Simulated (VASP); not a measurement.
Input of a VASP 6.6.1 run:

The input INCAR:

```
SYSTEM = Si
PREC = Accurate ; ENCUT = 520
EDIFF = 1E-7 ; ISMEAR = 0
SIGMA = 0.02 ; LREAL = .FALSE.
LASPH = .TRUE. ; NELM = 60
ALGO = Normal ; ISIF = 2
LWAVE = .FALSE. ; LCHARG = .FALSE.
GGA = PE ; NBANDS = 11
```

Contents of KPOINTS:

```
regular mesh
0
G
  8 8 8
  0 0 0
```

Contents of POSCAR:

```
Si
1.0
    0.0000000000      2.7135600000      2.7135600000
    2.7135600000      0.0000000000      2.7135600000
    2.7135600000      2.7135600000      0.0000000000
Si
2
Direct
    0.7500000000      0.7500000000      0.7500000000
    0.5000000000      0.5000000000      0.5000000000
```

Potentials or basis: VASP PAW PBE potentials, release 64 (Si).

Launch:

```bash
$ cat potpaw_PBE.64/Si/POTCAR > POTCAR
$ mpirun -np 1 vasp_std > vasp.out
```

Problem. Predict the pressure.

Solution. 2.1 GPa.

Problem. What does it give for the band gap on the k mesh?

Solution. 0.61 eV, indirect (least direct gap 2.57 eV).

A k mesh can miss the band edges. Expect the measured gap to be larger: semilocal functionals such as PBE lack the derivative discontinuity.
